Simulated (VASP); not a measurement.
# The low-index faces of Sc, part 2 of 5

Aim: compare the low-index faces of Sc at one level of theory.

VASP 6.6.1; PBEsol; plane waves and PAW (Sc_sv).

So far. Step 3 (The bulk reference, job self-consistent run, k-mesh …): The run ends at a pressure of -0.38 GPa.

## Step 4: Surface relaxation, 8 atoms, face Sc(0001)

System of this step: Sc(0001). The cell holds 8 atoms: 8 Sc. Cell: a = 3.279 Å, b = 3.279 Å, c = 32.763 Å, α = 90.0°, β = 90.0°, γ = 60.0°. It derives from Sc. 8 layers of hcp Sc, cut at this functional's lattice. Vacuum lies along c.

All atoms relax at the fixed cell.

INCAR reads:

```
SYSTEM = Sc
PREC = Normal
ENCUT = 320
EDIFF = 1E-05
NELM = 120
ISMEAR = 1
SIGMA = 0.15
LREAL = .FALSE.
ALGO = Fast
GGA = PS
NBANDS = 54
LASPH = .TRUE.
LORBIT = 11
LWAVE = .FALSE.
LCHARG = .FALSE.
KPAR = 4
IBRION = 2
NSW = 40
ISIF = 2
EDIFFG = -0.03
POTIM = 0.4
MAXMIX = 40
```

POSCAR reads:

```
Sc
1.0
    3.2792039134      0.0000000000      0.0000000000
    1.6396019567      2.8398738932      0.0000000000
    0.0000000000      0.0000000000     32.7633142526
Sc
8
Direct
    0.6666666700      0.6666666700      0.2289145700
    0.0000000000      0.0000000000      0.3063675500
    0.6666666700      0.6666666700      0.3838205300
    0.0000000000      0.0000000000      0.4612735100
    0.6666666700      0.6666666700      0.5387264900
    0.0000000000      0.0000000000      0.6161794700
    0.6666666700      0.6666666700      0.6936324500
    0.0000000000      0.0000000000      0.7710854300
```

KPOINTS reads:

```
Automatic mesh
0
Gamma
12 12 1
0 0 0
```

Potentials, in the order of the species: Sc_sv (PBE family, release 64).

Launch:

```sh
mpirun -np 4 vasp_std
```

Output:

```text
[banner, memory and clock lines left out]
running    4 mpi-ranks, on    1 nodes
 distrk:  each k-point on    1 cores,    4 groups
 distr:  one band on    1 cores,    1 groups

 POSCAR found type information on POSCAR Sc
 POSCAR found :  1 types and       8 ions
 [... a notice as in an earlier step ...]

 LDA part: xc-table for (Slater+PW92), standard interpolation
 POSCAR, INCAR and KPOINTS ok, starting setup
 FFT: planning ... GRIDC
 FFT: planning ... GRID_SOFT
 FFT: planning ... GRID
 WAVECAR not read
 entering main loop
       N       E                     dE             d eps       ncg     rms          rms(c)
DAV:   1     0.157246192025E+04    0.15725E+04   -0.34026E+04  2484   0.111E+03
DAV:   2     0.666433426300E+02   -0.15058E+04   -0.14892E+04  2812   0.705E+02
DAV:   3    -0.527630648379E+02   -0.11941E+03   -0.11471E+03  3400   0.256E+02
DAV:   4    -0.596552493878E+02   -0.68922E+01   -0.66407E+01  3368   0.531E+01
DAV:   5    -0.600321430589E+02   -0.37689E+00   -0.36821E+00  3416   0.112E+01    0.172E+01
RMM:   6    -0.105879618556E+03   -0.45847E+02   -0.11795E+02  2659   0.495E+01    0.160E+01
RMM:   7    -0.566473755567E+02    0.49232E+02   -0.10066E+01  2197   0.320E+01    0.996E+00
RMM:   8    -0.522671893408E+02    0.43802E+01   -0.10378E+01  2503   0.165E+01    0.538E+00
RMM:   9    -0.522757262242E+02   -0.85369E-02   -0.48184E+00  2477   0.106E+01    0.481E+00
RMM:  10    -0.529105624744E+02   -0.63484E+00   -0.42091E+00  2635   0.850E+00    0.621E+00
RMM:  11    -0.513380243983E+02    0.15725E+01   -0.82626E-01  2618   0.436E+00    0.232E+00
RMM:  12    -0.513448041439E+02   -0.67797E-02   -0.39347E-01  2659   0.263E+00    0.222E+00
RMM:  13    -0.512356793240E+02    0.10912E+00   -0.22360E-01  2828   0.129E+00    0.115E+00
RMM:  14    -0.512188028852E+02    0.16876E-01   -0.11357E-01  3016   0.929E-01    0.580E-01
RMM:  15    -0.512139239344E+02    0.48790E-02   -0.50130E-02  3037   0.466E-01    0.269E-01
RMM:  16    -0.512164785902E+02   -0.25547E-02   -0.33813E-02  2803   0.258E-01    0.183E-01
RMM:  17    -0.512180322516E+02   -0.15537E-02   -0.13970E-02  2504   0.237E-01    0.147E-01
RMM:  18    -0.512190096240E+02   -0.97737E-03   -0.12351E-02  2219   0.138E-01    0.114E-01
RMM:  19    -0.512192636118E+02   -0.25399E-03   -0.61837E-03  2223   0.141E-01    0.492E-02
RMM:  20    -0.512196596589E+02   -0.39605E-03   -0.53547E-03  1984   0.813E-02    0.177E-02
RMM:  21    -0.512200034439E+02   -0.34378E-03   -0.29771E-03  1999   0.571E-02    0.314E-02
RMM:  22    -0.512202910232E+02   -0.28758E-03   -0.27536E-03  1898   0.546E-02    0.194E-02
RMM:  23    -0.512204985360E+02   -0.20751E-03   -0.16560E-03  1767   0.378E-02    0.161E-02
RMM:  24    -0.512206744355E+02   -0.17590E-03   -0.14074E-03  1673   0.335E-02    0.160E-02
RMM:  25    -0.512207811470E+02   -0.10671E-03   -0.83447E-04  1563   0.289E-02    0.858E-03
RMM:  26    -0.512208905253E+02   -0.10938E-03   -0.74556E-04  1501   0.249E-02    0.647E-03
RMM:  27    -0.512209631470E+02   -0.72622E-04   -0.44747E-04  1503   0.209E-02    0.285E-03
RMM:  28    -0.512210138458E+02   -0.50699E-04   -0.40359E-04  1469   0.196E-02    0.276E-03
RMM:  29    -0.512210417383E+02   -0.27893E-04   -0.24431E-04  1340   0.155E-02    0.200E-03
RMM:  30    -0.512210443484E+02   -0.26100E-05   -0.13609E-04  1127   0.139E-02    0.192E-03
RMM:  31    -0.512210573806E+02   -0.13032E-04   -0.13549E-04  1030   0.116E-02    0.249E-03
RMM:  32    -0.512210705550E+02   -0.13174E-04   -0.12145E-04  1069   0.108E-02    0.308E-03
RMM:  33    -0.512210783229E+02   -0.77679E-05   -0.76357E-05   826   0.905E-03
   1 F= -.51221078E+02 E0= -.51214818E+02  d E =-.512211E+02
 curvature:   0.00 expect dE= 0.000E+00 dE for cont linesearch  0.000E+00
 trial: gam= 0.00000 g(F)=  0.437E-02 g(S)=  0.000E+00 ort = 0.000E+00 (trialstep = 0.100E+01)
 search vector abs. value=  0.437E-02
 bond charge predicted
       N       E                     dE             d eps       ncg     rms          rms(c)
DAV:   1    -0.512211036697E+02   -0.33115E-04   -0.94986E-01  2892   0.129E+01    0.196E-01
RMM:   2    -0.512249137721E+02   -0.38101E-02   -0.44038E-02  2759   0.151E+00    0.124E-01
RMM:   3    -0.512247941659E+02    0.11961E-03   -0.53759E-03  2797   0.462E-01    0.644E-02
RMM:   4    -0.512249716258E+02   -0.17746E-03   -0.70930E-04  2683   0.140E-01    0.747E-02
RMM:   5    -0.512249847689E+02   -0.13143E-04   -0.20696E-04  1988   0.805E-02    0.601E-02
RMM:   6    -0.512250304139E+02   -0.45645E-04   -0.13670E-04  1938   0.570E-02    0.727E-02
RMM:   7    -0.512250872897E+02   -0.56876E-04   -0.70188E-05  1808   0.369E-02    0.832E-02
RMM:   8    -0.512250876874E+02   -0.39765E-06   -0.28897E-05  1549   0.320E-02
   2 F= -.51225088E+02 E0= -.51218823E+02  d E =-.400936E-02
[...]
3 F= -.51228788E+02 E0= -.51222667E+02  d E =-.770930E-02
[...]
4 F= -.51230893E+02 E0= -.51224752E+02  d E =-.981486E-02
[...]
5 F= -.51231083E+02 E0= -.51224901E+02  d E =-.100045E-01
[...]
6 F= -.51231080E+02 E0= -.51224911E+02  d E =-.100012E-01
[...]
7 F= -.51231531E+02 E0= -.51225388E+02  d E =-.451152E-03
 trial-energy change:   -0.000451  1 .order   -0.000415   -0.000502   -0.000329
 step:   4.9969(harm=  4.9969)  dis= 0.01029  next Energy=   -51.231808 (dE=-0.729E-03)
 bond charge predicted
       N       E                     dE             d eps       ncg     rms          rms(c)
DAV:   1    -0.512295361209E+02    0.19954E-02   -0.73641E-01  2520   0.118E+01    0.161E-01
RMM:   2    -0.512316194517E+02   -0.20833E-02   -0.29187E-02  2789   0.110E+00    0.543E-02
RMM:   3    -0.512318618701E+02   -0.24242E-03   -0.26317E-03  2918   0.379E-01    0.400E-02
RMM:   4    -0.512318983951E+02   -0.36525E-04   -0.27754E-04  2433   0.104E-01    0.369E-02
RMM:   5    -0.512319088329E+02   -0.10438E-04   -0.77880E-05  1747   0.598E-02    0.327E-02
RMM:   6    -0.512319174109E+02   -0.85780E-05   -0.39110E-05  1553   0.453E-02
   8 F= -.51231917E+02 E0= -.51225767E+02  d E =-.837892E-03
 curvature:  -2.83 expect dE=-0.168E-03 dE for cont linesearch -0.312E-05
 trial: gam= 0.08347 g(F)=  0.595E-04 g(S)=  0.000E+00 ort = 0.191E-04 (trialstep = 0.238E+01)
 search vector abs. value=  0.650E-04
 reached required accuracy - stopping structural energy minimisation
```

Elapsed: 2.9 min, on 4 MPI ranks of Intel Xeon Platinum 8259CL at 2.50GHz (Skylake/Cascade Lake), shared host; peak memory 0.98 GiB; 10 min of CPU time.

Parts of OUTCAR (step 4):

```text
  LATTYP: Found a hexagonal cell.
 ALAT       =     3.2792039134
 C/A-ratio  =     9.9912402881

 Subroutine GETGRP returns: Found 12 space group operations
 (whereof  6 operations were pure point group operations)

The static configuration has the point symmetry C_3v.
 The point group associated with its full space group is D_3d.

 Found     19 irreducible k-points:

   k-points           NKPTS =     19   k-points in BZ     NKDIM =     19   number of bands    NBANDS=     54

   dimension x,y,z NGX =    14 NGY =   14 NGZ =  144
   dimension x,y,z NGXF=    28 NGYF=   28 NGZF=  288

   ENCUT  =  320.0 eV  23.52 Ry    4.85 a.u.   4.78  4.78 47.79*2*pi/ulx,y,z

   NELECT =      88.0000    total number of electrons

 E-fermi :   1.1497

 k-point     1 :       0.0000    0.0000    0.0000
  band No.  band energies     occupation
    ...
     38      -1.5311      2.00000
     39      -0.9828      2.00000
     40      -0.6506      2.00000
     41       1.1919      0.54434
     42       1.1942      0.52173
     43       1.8164     -0.00000
     44       1.8532     -0.00000
     45       1.9949     -0.00000
     46       2.2842     -0.00000
     47       2.5347     -0.00000
    ...

 k-point     2 :       0.0833    0.0000    0.0000
  band No.  band energies     occupation
    ...
     36      -2.6607      2.00000
     37      -2.0483      2.00000
     38      -1.3974      2.00000
     39      -0.8500      2.00000
     40      -0.5195      2.00000
     41       1.2185      0.30702
     42       1.2225      0.27620
     43       1.6785     -0.00001
     44       1.7024     -0.00000
     45       1.8788     -0.00000
    ...

  Total       -1.4852211     -1.4852211     -0.7462012      0.0000000      0.0000000      0.0000000
  in kB       -7.7991338     -7.7991338     -3.9184220      0.0000000      0.0000000      0.0000000
  external PRESSURE =      -6.5055632 kB  Pullay stress =       0.0000000 kB

  energy-cutoff  :      320.00
  volume of cell :      305.11
      direct lattice vectors                 reciprocal lattice vectors
     3.279203913  0.000000000  0.000000000     0.304952063 -0.176064156  0.000000000
     1.639601957  2.839873893  0.000000000     0.000000000  0.352128312  0.000000000
     0.000000000  0.000000000 32.763314253     0.000000000  0.000000000  0.030521943

 POSITION                                       TOTAL-FORCE (eV/Angst)
 -----------------------------------------------------------------------------------
      3.27920      1.89325      7.53238         0.000000      0.000000      0.007468
      1.63960      2.83987     10.00418        -0.000000      0.000000      0.010702
      3.27920      1.89325     12.57041         0.000000      0.000000     -0.007162
      0.00000      0.00000     15.11868         0.000000      0.000000     -0.023437
      3.27920      1.89325     17.64464        -0.000000      0.000000      0.023437
      1.63960      2.83987     20.19291        -0.000000     -0.000000      0.007162
      3.27920      1.89325     22.75914         0.000000     -0.000000     -0.010702
      0.00000      0.00000     25.23093        -0.000000     -0.000000     -0.007468
 -----------------------------------------------------------------------------------
    total drift:                               -0.000075     -0.000043     -0.001759

  FREE ENERGIE OF THE ION-ELECTRON SYSTEM (eV)
  ---------------------------------------------------
  free  energy   TOTEN  =       -51.2319174109 eV

  energy  without entropy=      -51.2134670950  energy(sigma->0) =      -51.22576731

 total charge
# of ion       s       p       d       tot
------------------------------------------
    1        2.292   6.066   1.034   9.393
    2        2.282   6.118   1.029   9.428
    3        2.284   6.107   1.027   9.418
    4        2.285   6.110   1.033   9.427
    5        2.285   6.110   1.033   9.427
    6        2.284   6.107   1.027   9.418
    7        2.282   6.118   1.029   9.428
    8        2.292   6.066   1.034   9.393
--------------------------------------------------
tot         18.286  48.802   8.245  75.334

[... 1 part as in an earlier step ...]

[... 7 further parts left out ...]
```

CONTCAR:

```
Sc
   1.00000000000000
     3.2792039133999999    0.0000000000000000    0.0000000000000000
     1.6396019567000000    2.8398738932000001    0.0000000000000000
     0.0000000000000000    0.0000000000000000   32.7633142525999972
  Sc
     8
Direct
     0.6666666699999979    0.6666666699999979    0.2299029017107577
     0.0000000000000000    1.0000000000000000    0.3053468882201878
     0.6666666699999979    0.6666666699999979    0.3836732829241125
     0.0000000000000000    0.0000000000000000    0.4614514015925121
     0.6666666699999979    0.6666666699999979    0.5385485984074877
     0.0000000000000000    1.0000000000000000    0.6163267170758875
     0.6666666699999979    0.6666666699999979    0.6946531117798121
     0.0000000000000000    0.0000000000000000    0.7700970982892423
```

The run keeps the 12 symmetry operations of its start, so it cannot find a distortion of lower symmetry.

Relaxation path:

```
step  energy less that of the first step (eV)  largest force (eV/Å)
   1                                   0.0000                0.1853
   2                                  -0.0040                0.1517
   3                                  -0.0077                0.0837
   4                                  -0.0098                0.0680
   5                                  -0.0100                0.0544
   6                                  -0.0100                0.0571
   7                                  -0.0105                0.0351
   8                                  -0.0108                0.0234
```

The atoms that moved most (Å):

```
atom     dx     dy      dz  length
 Sc2  0.000  0.000  -0.033   0.033
 Sc7  0.000  0.000   0.033   0.033
 Sc8  0.000  0.000  -0.032   0.032
 Sc1  0.000  0.000   0.032   0.032
 Sc4  0.000  0.000   0.006   0.006
 Sc5  0.000  0.000  -0.006   0.006
```

Final coordinates:

```cif
data_structure
_symmetry_space_group_name_H-M 'P 1'
_symmetry_Int_Tables_number 1
_cell_length_a 3.2792
_cell_length_b 3.2792
_cell_length_c 32.7633
_cell_angle_alpha 90.000
_cell_angle_beta 90.000
_cell_angle_gamma 60.000
_cell_volume 305.11
loop_
_atom_site_label
_atom_site_type_symbol
_atom_site_fract_x
_atom_site_fract_y
_atom_site_fract_z
_atom_site_occupancy
Sc1 Sc 0.66667 0.66667 0.22990 1
Sc2 Sc 0.00000 0.00000 0.30535 1
Sc3 Sc 0.66667 0.66667 0.38367 1
Sc4 Sc 0.00000 0.00000 0.46145 1
Sc5 Sc 0.66667 0.66667 0.53855 1
Sc6 Sc 0.00000 0.00000 0.61633 1
Sc7 Sc 0.66667 0.66667 0.69465 1
Sc8 Sc 0.00000 0.00000 0.77010 1
```

Numbers from this step:

- electronic cycles: 86
- electrons: 88
- free energy (TOTEN): -51.2319 eV
- energy at zero smearing: -51.2258 eV
- Fermi energy: 1.150 eV

The run ended after 8 ionic steps, 0.011 eV below its first step, once the forces on the free atoms met EDIFFG = -0.03.

(Continued in part 3 of 5.)

[Lines on the potential files, build, host, timing and source positions are cut from VASP's logs without a mark.]

[Logs are printed without paths, hosts, clocks, repeated set-up lines and the standing remarks that a program may print on its own settings, such as how far it seeks lower states.]

[Hosts, paths, dates, database ids (printed as entryN), source tags and the programs' standing remarks are cut or masked in the printed files.]

[Runs that stopped without an error message from VASP are left out.]
